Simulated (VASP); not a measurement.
Data:

```xyz
3
Lattice="2.3847 -4.1304 0.0000 2.3847 4.1304 0.0000 0.0000 0.0000 9.0590" Properties=species:S:1:pos:R:3 pbc="T T T"
Pb     0.0000     0.0000     0.0000
I      2.3847     1.3768     1.8432
I      2.3847    -1.3768     7.2158
```

Calculation: revPBE GGA, VASP's PBE PAW potentials (set 64) (plane waves; VASP 6.6.1). Numerical set-up: 520 eV cut-off, 6×6×3 Γ-centred mesh, tetrahedra with Blöchl corrections, potentials Pb_d I.

Without a dispersion term in the relaxation, distances and binding between the weakly bound layers, chains or molecules are unreliable, and so is what depends on them.

Problem. Estimate the energy per atom (σ→0).

Solution. 
energy per atom (σ→0): -2.659 eV/atom

Total energies compare only between runs with the same potentials, cut-off and functional.

The compound is PbI2 in the 1T layered structure. It was relaxed first, which changed the volume by +42 %.
